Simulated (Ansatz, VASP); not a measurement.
**Zr2Te3Pd2: VASP beside Ansatz**

```
Zr Te Pd
1.0
     4.23655    0.00000    0.00000
    -2.11827    3.66896    0.00000
     0.00000    0.00000   10.60932
Zr Te Pd
2 3 2
Direct
  0.33333 0.66667 0.14772
  0.66667 0.33333 0.85228
  0.33333 0.66667 0.68701
  0.66667 0.33333 0.31299
  0.00000 0.00000 0.00000
  0.66667 0.33333 0.57705
  0.33333 0.66667 0.42295
```

Alike in both runs: task single point; functional PBE; k mesh 6 × 6 × 2; occupations gaussian, width 0.2 eV; no spin polarisation.

```csv
,VASP,Ansatz
version,VASP 6.6.1,Ansatz 0.2.0
potentials or method,"VASP PAW PBE potentials, release 64 (Zr_sv, Te, Pd)","scalar-relativistic, plane waves, PAW"
plane-wave cutoff (eV),520,420
valence electrons in the cell,62,108
```

```tsv
	VASP	Ansatz	Ansatz less VASP
gap on the k mesh at the Fermi level (eV)	none	none	-
pressure (GPa)	-0.1	-0.1	+0.05
largest component of the traceless stress (GPa)	0.05	0.06	+0.015
rms of the force components (eV/Å)	0.028	0.027	-0.0018
```

Atom by atom the forces differ by 0.007 eV/Å (rms over components). A gap of «none» marks a metal or a gap that the smearing closes. With one functional, cell and mesh, what is left measures potentials, basis and numerics. The two sets of potentials don't hold the same shells in valence.

The runs have no spin-orbit coupling, so splittings on Te are missing.
